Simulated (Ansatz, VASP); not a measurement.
**Two plane-wave programs on Cu5W**

Contents of INCAR:

```
ALGO = Normal
EDIFF = 1E-6
ENCUT = 520
GGA = PS
ISIF = 2
ISMEAR = -1
LASPH = T
LCHARG = F
LREAL = F
LWAVE = F
NBANDS = 44
NELM = 60
PREC = Accurate
SIGMA = 0.0202
```

File KPOINTS:

```
k-points
0
Gamma
  5 5 5
```

POSCAR

```
Cu5W
1.0
    0.0000000000      3.3691140000      3.3691140000
    3.3691140000      0.0000000000      3.3691140000
    3.3691140000      3.3691140000      0.0000000000
W Cu
1 5
Direct
    0.0000000000      0.0000000000      0.0000000000
    0.2500000000      0.2500000000      0.2500000000
    0.6250000000      0.6250000000      0.6250000000
    0.1250000000      0.6250000000      0.6250000000
    0.6250000000      0.6250000000      0.1250000000
    0.6250000000      0.1250000000      0.6250000000
```

Input for Ansatz:

```yaml
crystal:
  lattice:
    - [0.0, 3.369114, 3.369114]
    - [3.369114, 0.0, 3.369114]
    - [3.369114, 3.369114, 0.0]
  atoms:
    - { symbol: W, position: [0.0, 0.0, 0.0] }
    - { symbol: Cu, position: [0.25, 0.25, 0.25] }
    - { symbol: Cu, position: [0.625, 0.625, 0.625] }
    - { symbol: Cu, position: [0.125, 0.625, 0.625] }
    - { symbol: Cu, position: [0.625, 0.625, 0.125] }
    - { symbol: Cu, position: [0.625, 0.125, 0.625] }
  symmetry: { tolerance: 0.0003 }
kpoints:
  mp_grid: { grid: [5, 5, 5], shift: [0, 0, 0] }
magnetization:
  spin_polarized: false
scf:
  occupations: { method: fermi_dirac, width: 0.0202 }
hamiltonian:
  pseudopotentials: { kind: paw }
  xc: pbesol
basis:
  ecutwfc: 420
output:
  forces: true
  stress: true
  eigenvalues: true
  write_density: true
  write_potential: true
  elf: true
  volumetric_format: npy
```

The cell was built by a generator and needn't be a form met in nature.

Alike in both runs: task single point; functional PBEsol; k mesh 5 × 5 × 5; occupations fermi-dirac, width 0.0202 eV; no spin polarisation.

|  | VASP | Ansatz |
| --- | --- | --- |
| version | VASP 6.6.1 | Ansatz 0.2.0 |
| potentials or method | VASP PAW PBE potentials, release 64 (W_sv, Cu) | PAW plane waves |
| plane-wave cutoff (eV) | 520 | 420 |
| valence electrons in the cell | 69 | 109 |

|  | VASP | Ansatz | Ansatz less VASP |
| --- | --- | --- | --- |
| gap on the k mesh at the Fermi level (eV) | none | none | - |
| pressure (GPa) | -8.1 | -8.8 | -0.64 |

A gap of «none» marks a metal or a gap that the smearing closes. The two sets of potentials don't hold the same shells in valence.

Caveats: the PAW data sets were made with another functional, which shifts forces and pressure a little (VASP). Spin-orbit coupling is left out, which matters for the levels of W.
